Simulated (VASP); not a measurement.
Method: r2SCAN meta-GGA, VASP's PBE PAW potentials (set 64) (plane waves; VASP).

VASP input:

### POSCAR
```
MgS
1
    0.0000000000     2.4918819776     2.5957103933
    2.5957103933     0.0000000000     2.5957103933
    2.5957103933     2.4918819776     0.0000000000
Mg S
1 1
Direct
  1.0000000000   0.0000000000   0.0000000000
  0.5000000000   0.5000000000   0.5000000000
```

### KPOINTS
```
Regular mesh
0
gamma
8 8 8
0 0 0
```

### INCAR
```
# general
SYSTEM   =  MgS
PREC     =  Accurate
ENCUT    =  480
LREAL    =  .FALSE.   # projection in real space or not
LASPH    =  .TRUE.   # aspherical one-centre terms

# electronic loop
EDIFF    =  1E-7   # SCF stop (eV)
NELM     =  100
ALGO     =  Normal
LMIXTAU  =  .TRUE.

# smearing
ISMEAR   =  0   # Gaussian
SIGMA    =  0.05

# functional
METAGGA  =  R2SCAN

# ions
ISIF     =  2   # forces and stress, cell fixed

# output
LWAVE    =  .FALSE.
LCHARG   =  .FALSE.
```

POTCAR, in this order: Mg S (PBE.64 set). Program: vasp_std.

The run wrote:

OSZICAR:
```
       N       E                     dE             d eps       ncg     rms          rms(c)
DAV:   1     0.146886611966E+02    0.14689E+02   -0.37971E+03  1008   0.790E+02
DAV:   2    -0.162311567560E+02   -0.30920E+02   -0.29374E+02  1376   0.113E+02
DAV:   3    -0.170304470083E+02   -0.79929E+00   -0.79929E+00  1152   0.242E+01
DAV:   4    -0.170339089501E+02   -0.34619E-02   -0.34619E-02  1544   0.181E+00
DAV:   5    -0.170339117413E+02   -0.27912E-05   -0.27912E-05  1224   0.418E-02    0.486E+00
DAV:   6    -0.154375072099E+02    0.15964E+01   -0.10869E+00  1008   0.796E+00    0.510E+00
DAV:   7    -0.152745759305E+02    0.16293E+00   -0.50239E-01  1000   0.406E+00    0.200E+00
DAV:   8    -0.154110542817E+02   -0.13648E+00   -0.28076E-01  1184   0.467E+00    0.175E+00
DAV:   9    -0.154271240279E+02   -0.16070E-01   -0.49928E-02  1008   0.236E+00    0.140E-01
DAV:  10    -0.154759679224E+02   -0.48844E-01   -0.18698E-02   984   0.131E+00    0.902E-02
DAV:  11    -0.154771363195E+02   -0.11684E-02   -0.16848E-04  1536   0.160E-01    0.898E-02
DAV:  12    -0.154594537273E+02    0.17683E-01   -0.43573E-03   976   0.632E-01    0.109E-01
DAV:  13    -0.154776528539E+02   -0.18199E-01   -0.86459E-03   960   0.100E+00    0.377E-02
DAV:  14    -0.154776590450E+02   -0.61910E-05   -0.52298E-05  1312   0.794E-02    0.268E-02
DAV:  15    -0.154776605250E+02   -0.14800E-05   -0.14448E-06  1120   0.159E-02    0.233E-02
DAV:  16    -0.154776598091E+02    0.71590E-06   -0.13872E-08  1384   0.159E-03    0.232E-02
DAV:  17    -0.154776563915E+02    0.34176E-05   -0.26518E-06  1016   0.165E-02    0.545E-02
DAV:  18    -0.154776551466E+02    0.12449E-05   -0.10695E-06  1024   0.900E-03    0.261E-02
DAV:  19    -0.154776650309E+02   -0.98843E-05   -0.14011E-06   968   0.126E-02    0.422E-02
DAV:  20    -0.154776642983E+02    0.73262E-06   -0.19585E-06   984   0.162E-02    0.516E-02
DAV:  21    -0.154776690697E+02   -0.47715E-05   -0.13469E-06   992   0.155E-02    0.350E-02
DAV:  22    -0.154776646759E+02    0.43938E-05   -0.46156E-07   976   0.103E-02    0.203E-02
DAV:  23    -0.154776684572E+02   -0.37813E-05   -0.30968E-07   984   0.604E-03    0.728E-03
DAV:  24    -0.154776668610E+02    0.15962E-05   -0.23976E-08   520   0.229E-03    0.483E-03
DAV:  25    -0.154776676004E+02   -0.73945E-06   -0.79861E-09   488   0.115E-03    0.320E-03
DAV:  26    -0.154776665629E+02    0.10375E-05   -0.15374E-08   496   0.114E-03    0.634E-04
DAV:  27    -0.154776673086E+02   -0.74569E-06   -0.27083E-09   480   0.755E-04    0.139E-04
DAV:  28    -0.154776669068E+02    0.40176E-06   -0.38809E-10   496   0.279E-04    0.170E-04
DAV:  29    -0.154776670015E+02   -0.94671E-07   -0.46159E-11   496   0.704E-05
   1 F= -.15477667E+02 E0= -.15477667E+02  d E =-.734734E-16
```

OUTCAR:
```
------------------------ aborting loop because EDIFF is reached ----------------------------------------
  FORCE on cell =-STRESS in cart. coord.  units (eV):
  Direction    XX          YY          ZZ          XY          YZ          ZX
  --------------------------------------------------------------------------------------
  Total        0.4217943      1.6644725      0.4217943      0.0000000      0.0000000      0.0000000
  in kB       20.1252528     79.4176915     20.1252528      0.0000000      0.0000000      0.0000000
  external PRESSURE =      39.8893991 kB  Pullay stress =       0.0000000 kB
  volume of cell :       33.58
      direct lattice vectors                 reciprocal lattice vectors
     0.000000000  2.491881978  2.595710393    -0.192625495  0.200651558  0.192625495
     2.595710393  0.000000000  2.595710393     0.192625495 -0.200651558  0.192625495
     2.595710393  2.491881978  0.000000000     0.192625495  0.200651558 -0.192625495
 POSITION                                       TOTAL-FORCE (eV/Angst)
 -----------------------------------------------------------------------------------
      0.00000      0.00000      0.00000        -0.000000      0.000000     -0.000000
      2.59571      2.49188      2.59571         0.000000     -0.000000      0.000000
 -----------------------------------------------------------------------------------
    total drift:                                0.000000      0.000000      0.000000
  FREE ENERGIE OF THE ION-ELECTRON SYSTEM (eV)
  ---------------------------------------------------
  free  energy   TOTEN  =       -15.4776670015 eV

  energy  without entropy=      -15.4776670015  energy(sigma->0) =      -15.47766700
```
(Selected blocks of OUTCAR.)

The compound is MgS in the rock salt structure. This cell was strained or had an atom moved on purpose.
